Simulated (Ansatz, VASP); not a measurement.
Mg3Re2 in VASP and in Ansatz

```
Mg Re
1.0
     4.37574    0.00000    0.00000
     0.00000    4.37574    0.00000
     0.00000    0.00000    4.37574
Mg Re
3 2
Cartesian
  2.1879 0.0000 0.0000
  0.0000 2.1879 0.0000
  0.0000 0.0000 2.1879
  2.1879 2.1879 2.1879
  0.0000 0.0000 0.0000
```

Alike in both runs: task relaxation of cell and atoms; functional PBE; k mesh 4 × 4 × 4; occupations gaussian, width 0.1 eV; no spin polarisation.

|  | VASP | Ansatz |
| --- | --- | --- |
| version | VASP 6.6.1 | Ansatz 0.2.0 |
| potentials or method | VASP PAW PBE potentials, release 64 (Mg, Re) | scalar-relativistic, plane waves, PAW |
| plane-wave cutoff (eV) | 600 | 420 |
| valence electrons in the cell | 20 | 60 |

```tsv
	VASP	Ansatz	Ansatz less VASP
gap on the k mesh at the Fermi level, each at its own relaxed structure (eV)	none	none	-
relaxed volume (Å³/atom)	22.65	22.76	+0.113
relaxed cell length with the largest relative difference (Å)	4.838	4.846	+0.0080
energy change over the relaxation (meV/atom)	-453	-459	-5.5
```

A gap of «none» marks a metal or a gap that the smearing closes. The two sets of potentials don't hold the same shells in valence.

Caveats: the volume moved by over 15 % at a fixed basis, so the end points are rough (VASP). Spin-orbit coupling is left out, which matters for the levels of Re.
